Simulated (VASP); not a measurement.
These are PBE GGA, VASP's PBE PAW potentials (set 64) (plane waves; VASP) values and carry that method's errors.

Input for VASP

### KPOINTS
```
Automatic mesh
0
Gamma
8 8 8
0 0 0
```

**INCAR**
```
SYSTEM = Ni3Al
PREC = Accurate; ENCUT = 480; LREAL = F
LASPH = T
EDIFF = 1E-7; NELM = 100; ALGO = Normal
LMAXMIX = 4
ISMEAR = 1; SIGMA = 0.1
GGA = PE
MAGMOM = -0.0 0.3 0.3 0.3
ISPIN = 2
IBRION = 2; NSW = 40; ISIF = 3
EDIFFG = -0.01; PSTRESS = 300
LWAVE = F; LCHARG = F; LORBIT = 10
```

**POSCAR**
```
Ni3Al
1
    3.4201064858    -0.0000000000     0.0000000000
    0.0000000000     3.4201064858     0.0000000000
    0.0000000000    -0.0000000000     3.4201064858
Al Ni
1 3
Direct
  0.0000000000   0.0000000000   0.0000000000
  0.0000000000   0.5000000000   0.5000000000
  0.5000000000   0.0000000000   0.5000000000
  0.5000000000   0.5000000000   0.0000000000
```

POTCAR, in this order: Al Ni (PBE.64 set). Program: vasp_std.

What will the output report for the number of irreducible k-points (NKPTS), number of bands (NBANDS), largest plane-wave count, number of space-group operations, FFT grid (NGX, NGY, NGZ)?

- number of irreducible k-points (NKPTS) = 35
- number of bands (NBANDS) = 20
- largest plane-wave count = 972
- number of space-group operations = 48
- FFT grid (NGX, NGY, NGZ) = 24 × 24 × 24

The compound is Ni3Al in the L1_2 structure. This run relaxes it under an external pressure of 30 GPa. Symmetry was kept, so distortions that lower it aren't found.
